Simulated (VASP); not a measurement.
# W: which input changes matter, part 3 of 3

Which changes to a sound input spoil a run on W, which are harmless, and which give a warning? All runs use LDA. This is not the structure that W takes at ambient conditions. The start is a cell from a database of measured crystal structures.

VASP 6.6.1; LDA; plane waves and PAW (W).

Still holding for the runs below: The k-mesh is coarse for a metal.

So far. Step 5 (A single point (LDA) with a changed input, try 2): Energy and pressure equal those of the reference run, within 0.01 meV an atom and 0.01 GPa. Step 8 (Self-consistent run (LDA) with a changed input): Against the reference run the energy at zero smearing moves by -0.72 meV an atom and the pressure by +0.01 GPa.

The starting crystal is not the ambient structure of W (bcc); it is a model or a phase of other conditions.

## (9) Full relaxation (LDA)

The start need not lie at this functional's minimum. ISIF = 3 frees volume, shape and positions, and EDIFFG sets the threshold on forces and stress at which the search stops.

Input file INCAR:

```
SYSTEM = W
PREC = Accurate
ENCUT = 400
EDIFF = 1E-06
NELM = 100
ISMEAR = -1
SIGMA = 0.05
LREAL = .FALSE.
ALGO = Normal
GGA = CA
NBANDS = 9
LASPH = .TRUE.
LORBIT = 11
LWAVE = .FALSE.
LCHARG = .FALSE.
KPAR = 2
IBRION = 2
NSW = 60
ISIF = 3
EDIFFG = -0.01
```

Input file POSCAR:

```
W
1.0
    0.0000000000      2.0300000000      2.0300000000
    2.0300000000      0.0000000000      2.0300000000
    2.0300000000      2.0300000000      0.0000000000
W
1
Direct
    0.0000000000      0.0000000000      0.0000000000
```

Input file KPOINTS:

```
Automatic mesh
0
Gamma
11 11 11
0 0 0
```

Potentials, in the order of the species: W (LDA family, release 64).

The run is started by

```sh
$ mpirun -np 2 vasp_std
```

The log of the run:

```text
[... set-up lines as in an earlier step ...]
 entering main loop
       N       E                     dE             d eps       ncg     rms          rms(c)
[... 11 cycles as in an earlier step ...]
   1 F= -.13641108E+02 E0= -.13636732E+02  d E =-.136411E+02
 curvature:   0.00 expect dE= 0.000E+00 dE for cont linesearch  0.000E+00
 trial: gam= 0.00000 g(F)=  0.183E-65 g(S)=  0.583E+00 ort = 0.000E+00 (trialstep = 0.100E+01)
 search vector abs. value=  0.583E+00
 bond charge predicted
       N       E                     dE             d eps       ncg     rms          rms(c)
DAV:   1    -0.131505316420E+02    0.49058E+00   -0.32660E+01  1058   0.467E+01    0.178E+01
DAV:   2    -0.127892154006E+02    0.36132E+00   -0.29112E-01  1146   0.380E+00    0.820E+00
DAV:   3    -0.126620527050E+02    0.12716E+00   -0.26058E-01  1248   0.340E+00    0.409E-01
DAV:   4    -0.126654515504E+02   -0.33988E-02   -0.28956E-03  1185   0.335E-01    0.149E-01
DAV:   5    -0.126677137409E+02   -0.22622E-02   -0.28407E-03  1269   0.305E-01    0.662E-02
DAV:   6    -0.126677002656E+02    0.13475E-04   -0.15157E-05  1066   0.290E-02    0.329E-02
DAV:   7    -0.126676964171E+02    0.38484E-05   -0.40052E-06  1099   0.134E-02    0.581E-03
DAV:   8    -0.126676962515E+02    0.16562E-06   -0.76833E-08   554   0.184E-03
   2 F= -.12667696E+02 E0= -.12661884E+02  d E =0.973412E+00
[...]
3 F= -.13708775E+02 E0= -.13704442E+02  d E =-.676676E-01
[...]
4 F= -.13709800E+02 E0= -.13705436E+02  d E =-.686919E-01
 curvature:  -0.08 expect dE=-0.301E-04 dE for cont linesearch -0.301E-04
 ZBRENT: interpolating
 opt :   0.2277  next Energy=   -13.709837 (dE=-0.687E-01)
 bond charge predicted
       N       E                     dE             d eps       ncg     rms          rms(c)
DAV:   1    -0.137098532746E+02   -0.53985E-04   -0.79076E-04  1064   0.204E-01    0.836E-02
DAV:   2    -0.137098418554E+02    0.11419E-04   -0.11557E-05  1097   0.265E-02    0.345E-02
DAV:   3    -0.137098385611E+02    0.32944E-05   -0.78317E-06  1111   0.175E-02    0.670E-04
DAV:   4    -0.137098385921E+02   -0.30993E-07   -0.83158E-08   507   0.197E-03
   5 F= -.13709839E+02 E0= -.13705466E+02  d E =-.687308E-01
 curvature:  -0.10 expect dE=-0.119E-07 dE for cont linesearch -0.119E-07
 trial: gam=-0.00044 g(F)=  0.251E-66 g(S)=  0.114E-06 ort = 0.258E-03 (trialstep = 0.846E+00)
 search vector abs. value=  0.100E-09
 reached required accuracy - stopping structural energy minimisation
```

Run time: 11 s. Hardware: 2 MPI ranks of AMD EPYC 7R43, shared host; peak memory 0.21 GiB; 21 s of CPU time.

Parts of OUTCAR (step 9):

```text
   NELECT =       6.0000    total number of electrons

 E-fermi :   7.4087

 k-point     1 :       0.0000    0.0000    0.0000
  band No.  band energies     occupation
      1      -1.6622      2.00000
      2       6.8086      1.99999
      3       6.8086      1.99999
      4       6.8086      1.99999
      5      10.1034      0.00000
      6      10.1034      0.00000
      7      21.0648      0.00000
      8      26.5282      0.00000
      9      26.5282      0.00000

  Total       -0.0008874     -0.0008874     -0.0008874      0.0000000     -0.0000000      0.0000000
  in kB       -0.0908583     -0.0908583     -0.0908583      0.0000000     -0.0000000      0.0000000
  external PRESSURE =      -0.0908583 kB  Pullay stress =       0.0000000 kB

 POSITION                                       TOTAL-FORCE (eV/Angst)
 -----------------------------------------------------------------------------------
      0.00000      0.00000      0.00000         0.000000      0.000000     -0.000000
 -----------------------------------------------------------------------------------
    total drift:                               -0.000000     -0.000000     -0.000000

  FREE ENERGIE OF THE ION-ELECTRON SYSTEM (eV)
  ---------------------------------------------------
  free  energy   TOTEN  =       -13.7098385921 eV

  energy  without entropy=      -13.7010930073  energy(sigma->0) =      -13.70546580

[... 8 parts as in an earlier step ...]

[... 10 further parts left out ...]
```

CONTCAR:

```
W
   1.00000000000000
     0.0000000000000000    1.9852401141417191    1.9852401141417191
     1.9852401141417191    0.0000000000000000    1.9852401141417191
     1.9852401141417191    1.9852401141417191   -0.0000000000000000
  W
     1
Direct
     0.0000000000000000    0.0000000000000000    0.0000000000000000
```

The run keeps the 48 symmetry operations of its start, so it cannot find a distortion of lower symmetry.

Relaxation path:

```
step  energy less that of the first step (eV)  largest force (eV/Å)  pressure (GPa)  volume (Å³)
   1                                   0.0000                0.0000          -19.23        16.73
   2                                   0.9734                0.0000          119.59        12.33
   3                                  -0.0677                0.0000           -2.68        15.78
   4                                  -0.0687                0.0000           -0.51        15.67
   5                                  -0.0687                0.0000           -0.01        15.65
```

```
conventional cell, symmetrised  before  after  change
                         a (Å)   4.060  3.970  -2.2 %
                         b (Å)   4.060  3.970  -2.2 %
                         c (Å)   4.060  3.970  -2.2 %
              volume (Å³/atom)   16.73  15.65  -6.5 %
```

Final coordinates:

```xyz
1
Lattice="0.0000 1.9852 1.9852 1.9852 0.0000 1.9852 1.9852 1.9852 0.0000" Properties=species:S:1:pos:R:3 pbc="T T T"
W     0.0000    0.0000    0.0000
```

This step gave:

```
free energy (TOTEN)             : -13.71 eV
energy at zero smearing         : -13.71 eV
Fermi energy                    : 7.409 eV
pressure                        : -0.009086 GPa
SCF cycles over all ionic steps : 37
```

It ends with forces that vanish by symmetry and a pressure of -0.01 GPa.

## (10) Side by side

| changed | job | ended | energy (meV/atom) | pressure (GPa) | volume (%) |
| --- | --- | --- | --- | --- | --- |
| AMIX = 0.2, BMIX = 0.0001, AMIX_MAG = 0.8, BMIX_MAG = 0.0001, NELMDL = -12, PREC = High | single point | converged | -0.00 | +0.02 | - |
| ISMEAR = -5, k = 2×1×1 | single point | refused | - | - | - |
| IMIX = 1, AMIX = 0.4, NBANDS = 5 | single point | converged | -0.00 | -0.00 | - |
| ISMEAR = 1, SIGMA = 0.3, PSTRESS = 200, NBANDS = 4 | relaxation | converged, with a warning or advice | - | - | -5.4 |
| NELM = 69, NSW = 1 | relaxation | not converged | - | - | - |
| ISYM = 1, ENCUT = 600 | single point | converged | -0.72 | +0.01 | - |

## (11) Summary of results

* AMIX = 0.2, BMIX = 0.0001, AMIX_MAG = 0.8, BMIX_MAG = 0.0001, NELMDL = -12, PREC = High (single point): converged, -0.00 meV/atom
* ISMEAR = -5, k = 2×1×1 (single point): refused
* IMIX = 1, AMIX = 0.4, NBANDS = 5 (single point): converged, -0.00 meV/atom
* ISMEAR = 1, SIGMA = 0.3, PSTRESS = 200, NBANDS = 4 (relaxation): converged, with a warning or advice, volume -5.4 %
* NELM = 69, NSW = 1 (relaxation): not converged
* ISYM = 1, ENCUT = 600 (single point): converged, -0.72 meV/atom

**Reading.** Changes that show themselves, by a stop, a warning or no convergence: ISMEAR = -5, k = 2×1×1; ISMEAR = 1, SIGMA = 0.3, PSTRESS = 200, NBANDS = 4; NELM = 69, NSW = 1 (where several settings stand together, the step names the one at fault, if it is known). Changes with no effect beyond 1 meV an atom and 0.1 GPa here: AMIX = 0.2, BMIX = 0.0001, AMIX_MAG = 0.8, BMIX_MAG = 0.0001, NELMDL = -12, PREC = High; IMIX = 1, AMIX = 0.4, NBANDS = 5; ISYM = 1, ENCUT = 600. Differences of single points are from the reference run, and of volumes from the sound relaxation. The k-sampling is coarse for a metal, so the Fermi level, pressures and the shape of the cell carry errors.

[Lines on the potential files, build, host, timing and source positions are cut from VASP's logs without a mark.]

[Logs are printed without paths, hosts, clocks, repeated set-up lines and the standing remarks that a program may print on its own settings, such as how far it seeks lower states.]

[Hosts, paths, dates, database ids (printed as entryN), source tags and the programs' standing remarks are cut or masked in the printed files.]

[A measured line is paired with the nearest computed mode of its activity, which favours agreement.]

[In band tables of VASP the shares of atoms and orbitals are scaled to a sum of 1 inside the atoms' spheres.]
